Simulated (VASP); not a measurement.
# Sn (Tin): input slips in a relaxation and what they do, part 2 of 2

Aim: see how common mistakes in a VASP relaxation show up, on Sn (Tin). The starting structure is a measured crystal structure from the Crystallography Open Database. The first relaxation on each setting starts from this cell expanded by 3 % in volume.

VASP 6.6.1.

Results so far: reference 26.87 Å³ an atom; the cell held fixed (ISIF = 2) 27.86 Å³ an atom.

### Step 5. Relaxation with an ionic step far too long (continued)

Level of this step: PBEsol; plane waves and PAW (Sn_d) (VASP).

Parts of OUTCAR (step 5):

```text
  Total       -0.0053945     -0.0053945     -0.0062992      0.0000000     -0.0000000      0.0000000
  in kB       -0.1608633     -0.1608633     -0.1878410      0.0000000     -0.0000000      0.0000000
  external PRESSURE =      -0.1698558 kB  Pullay stress =       0.0000000 kB

 POSITION                                       TOTAL-FORCE (eV/Angst)
 -----------------------------------------------------------------------------------
      0.00000      2.91964      0.78788         0.000000      0.000000     -0.000000
     -0.00000      0.00000      0.00000        -0.000000     -0.000000      0.000000
 -----------------------------------------------------------------------------------
    total drift:                                0.000000     -0.000000      0.000000

  FREE ENERGIE OF THE ION-ELECTRON SYSTEM (eV)
  ---------------------------------------------------
  free  energy   TOTEN  =        -8.5230668885 eV

  energy  without entropy=       -8.5227516517  energy(sigma->0) =       -8.52296181

[... 2 parts as in an earlier step ...]

[... 2 further parts left out ...]
[key lines of the parts left out:]
E-fermi :   7.9456
```

With an ionic step far too long the cell ends at 26.864 Å³ an atom, -0.02 % from the reference.

### Step 6. Relaxation with a k mesh far too coarse

A slip made on purpose: a k mesh far too coarse. Against step 2 the input has a 2×2×2 mesh (also changed: NELM, NCORE and KPAR).

INCAR

```
SYSTEM = Sn
PREC = Accurate
ENCUT = 450
EDIFF = 1E-06
NELM = 60
ISMEAR = 1
SIGMA = 0.15
LREAL = .FALSE.
ALGO = Normal
GGA = PS
NBANDS = 20
LORBIT = 11
LWAVE = .FALSE.
LCHARG = .FALSE.
NCORE = 4
IBRION = 2
NSW = 50
ISIF = 3
EDIFFG = -0.006
```

POSCAR

```
Sn
1.0
   -2.9446004914      2.9446004914      1.6063949847
    2.9446004914     -2.9446004914      1.6063949847
    2.9446004914      2.9446004914     -1.6063949847
Sn
2
Direct
    0.7500000000      0.2500000000      0.5000000000
    0.0000000000      0.0000000000      0.0000000000
```

KPOINTS

```
Automatic mesh
0
Gamma
2 2 2
0 0 0
```

PAW data sets: Sn_d (PBE family, release 64).

Run with:

```
mpirun -np 4 vasp_std
```

Output:

```text
[banner, memory and clock lines left out]
running    4 mpi-ranks, on    1 nodes
[...]
[... a notice as in an earlier step ...]

 LDA part: xc-table for (Slater+PW92), standard interpolation
 POSCAR, INCAR and KPOINTS ok, starting setup
[...]
entering main loop
       N       E                     dE             d eps       ncg     rms          rms(c)
DAV:   1     0.211457045882E+03    0.21146E+03   -0.13710E+04   160   0.197E+03
DAV:   2     0.112045039111E+02   -0.20025E+03   -0.19602E+03   160   0.440E+02
DAV:   3    -0.853709386793E+01   -0.19742E+02   -0.19655E+02   184   0.130E+02
DAV:   4    -0.911716595257E+01   -0.58007E+00   -0.57986E+00   176   0.250E+01
[...]
DAV:   9    -0.909488198113E+01   -0.25866E-05   -0.11344E-04   228   0.110E-01    0.136E-02
DAV:  10    -0.909488184637E+01    0.13476E-06   -0.11104E-05   208   0.356E-02    0.287E-03
DAV:  11    -0.909488188128E+01   -0.34909E-07   -0.90561E-07   120   0.116E-02
   1 F= -.90948819E+01 E0= -.90963335E+01  d E =-.909488E+01
[...]
DAV:   5    -0.909559228630E+01   -0.87984E-05   -0.97447E-05   188   0.108E-01    0.166E-02
DAV:   6    -0.909559376718E+01   -0.14809E-05   -0.37912E-06   192   0.241E-02    0.334E-03
DAV:   7    -0.909559349493E+01    0.27224E-06   -0.76694E-07    96   0.186E-02
   2 F= -.90955935E+01 E0= -.90971759E+01  d E =-.711614E-03
 trial-energy change:   -0.000712  1 .order   -0.000712   -0.007974    0.006549
 step:   0.5491(harm=  0.5491)  dis= 0.00000  next Energy=    -9.097071 (dE=-0.219E-02)
[...]
N       E                     dE             d eps       ncg     rms          rms(c)
DAV:   1    -0.910632522678E+01   -0.10731E-01   -0.23788E-01   192   0.417E+00    0.471E-01
DAV:   2    -0.910043693792E+01    0.58883E-02   -0.10409E-02   196   0.163E+00    0.294E-01
DAV:   3    -0.909694514488E+01    0.34918E-02   -0.52021E-03   204   0.118E+00    0.267E-02
DAV:   4    -0.909706551506E+01   -0.12037E-03   -0.14750E-03   164   0.402E-01    0.185E-02
DAV:   5    -0.909706393478E+01    0.15803E-05   -0.33728E-05   200   0.632E-02    0.824E-03
DAV:   6    -0.909706320787E+01    0.72691E-06   -0.14487E-06   124   0.262E-02
   3 F= -.90970632E+01 E0= -.90985382E+01  d E =-.218133E-02
[...]
reached required accuracy - stopping structural energy minimisation
```

Run time: 3 s. Hardware: 4 MPI ranks of Intel Xeon Platinum 8259CL at 2.50GHz (Skylake/Cascade Lake), shared host; peak memory 0.45 GiB; 9.7 s of CPU time.

From OUTCAR (step 6):

```text
  Total        0.0024813      0.0024813      0.0046069      0.0000000     -0.0000000      0.0000000
  in kB        0.0713995      0.0713995      0.1325642      0.0000000     -0.0000000      0.0000000
  external PRESSURE =       0.0917877 kB  Pullay stress =       0.0000000 kB

 POSITION                                       TOTAL-FORCE (eV/Angst)
 -----------------------------------------------------------------------------------
      0.00000      2.93486      0.80802        -0.000000      0.000000      0.000000
      0.00000      0.00000      0.00000         0.000000     -0.000000     -0.000000
 -----------------------------------------------------------------------------------
    total drift:                                0.000000     -0.000000      0.000000

  FREE ENERGIE OF THE ION-ELECTRON SYSTEM (eV)
  ---------------------------------------------------
  free  energy   TOTEN  =        -9.0970632079 eV

  energy  without entropy=       -9.1014881336  energy(sigma->0) =       -9.09853818

[... 1 part as in an earlier step ...]

[... 3 further parts left out ...]
[key lines of the parts left out:]
E-fermi :   6.4563
```

With a k mesh far too coarse the cell ends at 27.839 Å³ an atom, +3.60 % from the reference, a by +0.5 % and c by +2.6 %.

### Step 7. The runs compared

| run | ended | volume (Å³/atom) | change (%) | pressure left (GPa) | core minutes |
| --- | --- | --- | --- | --- | --- |
| reference | converged | 26.871 | - | -0.01 | 15.0 |
| a functional's name that the tag doesn't take | stopped by VASP | - | - | - | 0.307 |
| the cell held fixed (ISIF = 2) | converged | 27.857 | 3.67 | -1.82 | 2.4 |
| an ionic step far too long | converged | 26.864 | -0.02 | -0.02 | 12.0 |
| a k mesh far too coarse | converged | 27.839 | 3.6 | 0.01 | 0.2 |

Core minutes are wall time times ranks, summed over the relaxations behind a row (those for a bulk modulus apart), on shared hosts.

### Step 8. Summary of results

| Property | Result |
| --- | --- |
| volume of the reference | 26.87 Å³/atom |
| volume against the reference, the cell held fixed (ISIF = 2) | +3.67 % |
| volume against the reference, an ionic step far too long | -0.02 % |
| volume against the reference, a k mesh far too coarse | +3.60 % |
| run with a functional's name that the tag doesn't take | stopped by VASP |

**Reading.** VASP stopped by itself in the run with a functional's name that the tag doesn't take. Finished, but with signs in the output that stand out against the reference: the cell held fixed (ISIF = 2), with the volume kept at the input's, +3.7 % from the reference (signs: a stress of up to 2.3 GPa); an ionic step far too long, with the volume changed by less than 0.1 % (signs: an energy that rises by up to 0.1 eV an atom on the way). Finished, and of the signs looked for here (warnings, stress, forces, entropy, moments, translations away from zero, imaginary modes) none stands out against the reference by the marks set here, though the cell is off: a k mesh far too coarse, with the volume changed by +3.6 %, a by +0.5 % and c by +2.6 %. The reference was restarted once and the runs with a slip weren't, so their cells may not have settled fully. Further runs on this material are not shown.

[Lines on the potential files, build, host, timing and source positions are cut from VASP's logs without a mark.]

[Logs are printed without paths, hosts, clocks, repeated set-up lines and the standing remarks that a program may print on its own settings, such as how far it seeks lower states.]

[Hosts, paths, dates, database ids (printed as entryN), source tags and the programs' standing remarks are cut or masked in the printed files.]
